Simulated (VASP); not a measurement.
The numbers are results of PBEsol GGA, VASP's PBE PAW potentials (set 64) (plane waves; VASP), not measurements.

VASP input:

### INCAR
```
# general
SYSTEM = Al
PREC   = Accurate
ENCUT  = 400
LREAL  = .False.
LASPH  = .True.

# electronic loop
EDIFF  = 1E-6
NELM   = 100
ALGO   = Normal

# smearing
ISMEAR = 1
SIGMA  = 0.1

# functional
GGA    = PS

# ions
IBRION = 2
NSW    = 60
ISIF   = 4
EDIFFG = -0.01

# output
LWAVE  = .False.
LCHARG = .False.
```

File POSCAR:
```
Al
1.0
  4.1235590000   0.0000000000   0.0000000000
 -2.0617790000   3.5711070000   0.0000000000
  0.0000000000   0.0000000000  16.0000000000
Al
2
direct
  0.0000000000   0.0000000000   0.5000000000
  0.6666670000   0.3333330000   0.5000000000
```

**KPOINTS**
```
Automatic mesh
0
Gamma
9 9 1
0 0 0
```

POTCAR, in this order: Al (PBE.64 set). Program: vasp_std.

The cell holds a wide vacuum, so values per volume refer to the whole cell.

### Question
Estimate the energy per atom (σ→0), band gap (on the k-mesh).

### Answer

| Item | Value |
|---|---|
| energy per atom (σ→0) | -2.728 eV/atom |
| band gap (on the k-mesh) | none (metal, semimetal or under 0.01 eV) |

**OSZICAR**
```
...
DAV:   5    -0.545512334152E+01   -0.87791E-04   -0.61702E-05   175   0.434E-02    0.987E-03
DAV:   6    -0.545515848418E+01   -0.35143E-04   -0.75247E-06   182   0.140E-02    0.463E-03
DAV:   7    -0.545526577806E+01   -0.10729E-03   -0.45071E-05   189   0.234E-02    0.269E-03
DAV:   8    -0.545529688414E+01   -0.31106E-04   -0.11856E-05   224   0.117E-02    0.248E-03
DAV:   9    -0.545530387997E+01   -0.69958E-05   -0.25104E-06   196   0.523E-03    0.110E-03
DAV:  10    -0.545530801761E+01   -0.41376E-05   -0.10766E-06   175   0.402E-03    0.466E-04
DAV:  11    -0.545530810380E+01   -0.86185E-07   -0.21554E-08   259   0.698E-04
   4 F= -.54553081E+01 E0= -.54565372E+01  d E =-.302441E+00
```

The cell is a sheet with vacuum, built from a generated structure.
